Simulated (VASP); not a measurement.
These are PBEsol GGA, VASP's PBE PAW potentials (set 64) (plane waves; VASP) values and carry that method's errors.

VASP ran on this input.

File KPOINTS:
```
Automatic mesh
0
Gamma
10 10 10
0 0 0
```

### INCAR
```
ALGO=Normal   ! blocked Davidson
NELM=100
PREC=Accurate
LCHARG=.False.
LREAL=.False.
SYSTEM=AlN
ISIF=2   ! forces and stress, cell fixed
EDIFF=1E-7
ISMEAR=0   ! Gaussian
SIGMA=0.05   ! width (eV)
GGA=PS
LASPH=.True.   ! aspherical one-centre terms
ENCUT=520   ! plane-wave cut-off (eV)
LWAVE=.False.
```

### POSCAR
```
AlN
1
    0.0000000000     2.2104380591     2.2104380591
    2.2104380591     0.0000000000     2.2104380591
    2.2104380591     2.2104380591     0.0000000000
Al N
1 1
Direct
  0.0000000000   0.0000000000   0.0000000000
  0.2500000000   0.2500000000   0.2500000000
```

POTCAR, in this order: Al N (PBE.64 set). Program: vasp_std.

Output

**OUTCAR**
```
 ion  position               nearest neighbor table
   1  0.000  0.000  0.000-   2 1.91   2 1.91   2 1.91   2 1.91
   2  0.250  0.250  0.250-   1 1.91   1 1.91   1 1.91   1 1.91
  LATTYP: Found a face centered cubic cell.
 ALAT       =     4.4208761182
 Subroutine PRICEL returns:
 Original cell was already a primitive cell.
 Subroutine GETGRP returns: Found 24 space group operations
The static configuration has the point symmetry T_d .
The dynamic configuration has the point symmetry T_d .
 Subroutine INISYM returns: Found 24 space group operations
 Subroutine IBZKPT returns following result:
 Found     47 irreducible k-points:

 Following reciprocal coordinates:
            Coordinates               Weight
  0.000000  0.000000  0.000000      1.000000
  0.100000  0.000000  0.000000      8.000000
  0.200000  0.000000  0.000000      8.000000
  0.300000  0.000000  0.000000      8.000000
  0.400000  0.000000  0.000000      8.000000
  0.500000  0.000000  0.000000      4.000000
  0.100000  0.100000  0.000000      6.000000
  0.200000  0.100000  0.000000     24.000000
  0.300000  0.100000  0.000000     24.000000
  0.400000  0.100000  0.000000     24.000000
  0.500000  0.100000  0.000000     24.000000
 -0.400000  0.100000  0.000000     24.000000
 -0.300000  0.100000  0.000000     24.000000
 -0.200000  0.100000  0.000000     24.000000
 -0.100000  0.100000  0.000000     12.000000
  0.200000  0.200000  0.000000      6.000000
  0.300000  0.200000  0.000000     24.000000
  0.400000  0.200000  0.000000     24.000000
  0.500000  0.200000  0.000000     24.000000
 -0.400000  0.200000  0.000000     24.000000
 -0.300000  0.200000  0.000000     24.000000
 -0.200000  0.200000  0.000000     12.000000
  0.300000  0.300000  0.000000      6.000000
  0.400000  0.300000  0.000000     24.000000
...
```

OSZICAR:
```
       N       E                     dE             d eps       ncg     rms          rms(c)
DAV:   1     0.797765230339E+01    0.79777E+01   -0.38983E+03   800   0.820E+02
DAV:   2    -0.172845285173E+02   -0.25262E+02   -0.24440E+02  1080   0.140E+02
DAV:   3    -0.177631121891E+02   -0.47858E+00   -0.47858E+00   816   0.244E+01
DAV:   4    -0.177649597148E+02   -0.18475E-02   -0.18475E-02  1136   0.142E+00
DAV:   5    -0.177649645667E+02   -0.48519E-05   -0.48519E-05   840   0.529E-02    0.811E+00
DAV:   6    -0.156450714342E+02    0.21199E+01   -0.12431E+01   816   0.222E+01    0.290E+00
DAV:   7    -0.156184447208E+02    0.26627E-01   -0.86059E-02   800   0.312E+00    0.193E+00
DAV:   8    -0.156006283590E+02    0.17816E-01   -0.20368E-02   856   0.185E+00    0.400E-01
DAV:   9    -0.156003417366E+02    0.28662E-03   -0.77060E-04  1040   0.229E-01    0.205E-01
DAV:  10    -0.156003912920E+02   -0.49555E-04   -0.11664E-04   864   0.944E-02    0.426E-02
DAV:  11    -0.156003899738E+02    0.13182E-05   -0.12477E-06   864   0.117E-02    0.108E-02
DAV:  12    -0.156003900411E+02   -0.67335E-07   -0.13114E-07   872   0.403E-03
   1 F= -.15600390E+02 E0= -.15600390E+02  d E =-.477927E-13
```

**OUTCAR**
```
------------------------ aborting loop because EDIFF is reached ----------------------------------------
  FORCE on cell =-STRESS in cart. coord.  units (eV):
  Direction    XX          YY          ZZ          XY          YZ          ZX
  --------------------------------------------------------------------------------------
  Total       -0.7593353     -0.7593353     -0.7593353      0.0000000      0.0000000      0.0000000
  in kB      -56.3221403    -56.3221403    -56.3221403      0.0000000      0.0000000      0.0000000
  external PRESSURE =     -56.3221403 kB  Pullay stress =       0.0000000 kB
  volume of cell :       21.60
      direct lattice vectors                 reciprocal lattice vectors
     0.000000000  2.210438059  2.210438059    -0.226199507  0.226199507  0.226199507
     2.210438059  0.000000000  2.210438059     0.226199507 -0.226199507  0.226199507
     2.210438059  2.210438059  0.000000000     0.226199507  0.226199507 -0.226199507
  FREE ENERGIE OF THE ION-ELECTRON SYSTEM (eV)
  ---------------------------------------------------
  free  energy   TOTEN  =       -15.6003900411 eV

  energy  without entropy=      -15.6003900411  energy(sigma->0) =      -15.60039004
```
(Selected blocks of OUTCAR.)

The compound is AlN in the zinc blende structure, a metastable form; wurtzite is the usual one. This cell is one point of a volume scan, at 1.03 of the reference volume.
